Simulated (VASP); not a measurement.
A convergence study with VASP on Tb (hcp): one setting is varied, all else stays as given below, so the limit is that of these other settings. Each run relaxes cell and ions from the cell shown. The basis is that of the starting cell, so low cut-offs carry a Pulay error.

```
CELL_PARAMETERS angstrom
      1.80000    -3.11769     0.00000
      1.80000     3.11769     0.00000
      0.00000     0.00000     5.69000
ATOMIC_POSITIONS crystal
  Tb 0.33333 0.66667 0.25000
  Tb 0.66667 0.33333 0.75000
```

Calculation: PBE GGA, VASP's PBE PAW potentials (set 64) (plane waves; VASP). The tightest run used: 700 eV cut-off, 10×10×5 Γ-centred mesh, first-order Methfessel-Paxton smearing of 0.10 eV, potentials Tb_3.

The 4f electrons are frozen in the core of the lanthanide potential, so 4f levels, which can set the real gap, and their magnetism are missing.

Problem. The settings run are ENCUT = 150; ENCUT = 200; ENCUT = 250; ENCUT = 300; ENCUT = 350; ENCUT = 400; ENCUT = 450; ENCUT = 500; ENCUT = 550; ENCUT = 600; ENCUT = 650; ENCUT = 700. From which on does the relaxed volume stay within 0.02 Å³/atom of the tightest run?

Solution. From ENCUT = 350 on: it is off by 0.015 there and by no more than 0.02 in any finer run, while ENCUT = 300 is off by 0.026.
```
setting      relaxed volume (Å³/atom)  E (eV/atom)  plane waves  difference judged (Å³/atom)
-----------  ------------------------  -----------  -----------  ---------------------------
ENCUT = 150                    31.823      -4.5313          275                        0.387
ENCUT = 200                    32.007      -4.5490          424                        0.203
ENCUT = 250                    32.179      -4.5559          586                        0.031
ENCUT = 300                    32.184      -4.5571          768                        0.026
ENCUT = 350                    32.195      -4.5576          972                        0.015
ENCUT = 400                    32.203      -4.5580         1176                        0.007
ENCUT = 450                    32.203      -4.5581         1400                        0.006
ENCUT = 500                    32.206      -4.5582         1665                        0.004
ENCUT = 550                    32.208      -4.5583         1890                        0.002
ENCUT = 600                    32.213      -4.5583         2147                        0.003
ENCUT = 650                    32.211      -4.5583         2432                        0.001
ENCUT = 700                    32.210      -4.5583         2707                        0.000
```

Left out are rungs that failed or repeat a setting and relaxations that didn't move; long series are thinned to 24 rows.

The compound is Tb in the hcp structure.
